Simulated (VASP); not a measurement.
Data:

```xyz
2
Lattice="0.0000 3.4466 3.4466 3.4466 0.0000 3.4466 3.4466 3.4466 0.0000" Properties=species:S:1:pos:R:3 pbc="T T T"
K      0.0000     0.0000     0.0000
Br     3.4466     3.4466     3.4466
```

Computed with revPBE GGA, VASP's PBE PAW potentials (set 64) (plane waves; VASP). Settings: 520 eV cut-off, 6×6×6 Γ-centred mesh, Gaussian smearing of 0.050 eV, potentials K_sv Br.

Q: What does the run give for the energy per atom (σ→0), band gap (on the k-mesh) with the smallest direct gap where there is one?

A: 
```json
{
  "band gap (on the k-mesh)": "4.40 eV",
  "smallest direct gap (on the k-mesh)": "4.40 eV",
  "energy per atom (σ→0)": "-2.960 eV/atom"
}
```

The absolute energy has meaning only against runs of the same code, potentials and settings.

The compound is KBr in the rock salt structure. It was relaxed first, which changed the volume by +14 %. The start is the result of an earlier pass.
